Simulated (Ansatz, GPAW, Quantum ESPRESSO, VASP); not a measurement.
## AuZn (Cm, 2 atoms in the cell) computed with different codes at matched settings

Self-consistent single point.

```
AuZn
1.0
    3.15000     0.00000     0.00000
    0.00000     3.15000     0.00000
    0.00000     0.00000     3.15000
Zn Au
1 1
Direct
  0.50351   0.50362   0.50110
  0.99649   0.99638   0.99890
```

Shared settings, as Ansatz (a quantum-chemistry and plane-wave program) writes them: kpoints.mp_grid.grid = 6 6 6; scf.occupations.method = fermi_dirac; scf.occupations.width = 0.01 Ry. Potentials and cutoffs stand in the table.

| code | model | pressure (GPa) | largest force (eV/Å) | cutoff |
|---|---|---|---|---|
| Quantum ESPRESSO | PBEsol, GBRV 1.5 ultrasoft (PBESOL) pseudopotentials | -3.16 | 0.106 | 50 Ry |
| Ansatz | PBEsol, default PAW files made with PBE | -2.64 | 0.105 | default |
| VASP | PBEsol, VASP's PBE PAW potentials (set 64) | -2.93 | 0.105 | 300 eV |
| GPAW | PBEsol, GPAW PAW datasets PBEsol (made by gpaw-setup) | -1.97 | 0.110 | 850 eV |

On Ansatz's run: spin-orbit coupling is off.

The spread over the programs that give each value: pressure within 1.19 GPa; largest force within 0.005 eV/Å.

Ansatz's pressure is given at a fixed set of plane waves, as the other plane-wave codes print theirs; with its correction for the finite basis it is -2.56 GPa.

The shared mesh is coarse (it stands for a supercell whose shortest vector is 19 Å), so the values are not converged in it.

VASP's run is marked for a possible Pulay error in its stress at this cutoff; no cutoff test was made.

The starting cell has typed, rounded lattice constants, without a prior relaxation at this level. Its atoms were displaced at random from the sites of space group no. 221.

Left out of this page: ABINIT and FLEUR (with a known weakness of the program); CP2K (unsound by tests on forces, stress, charge or solver warnings); Elk and SIESTA (not drawn, or without a comparable value).

Keys are those of Ansatz 0.2.
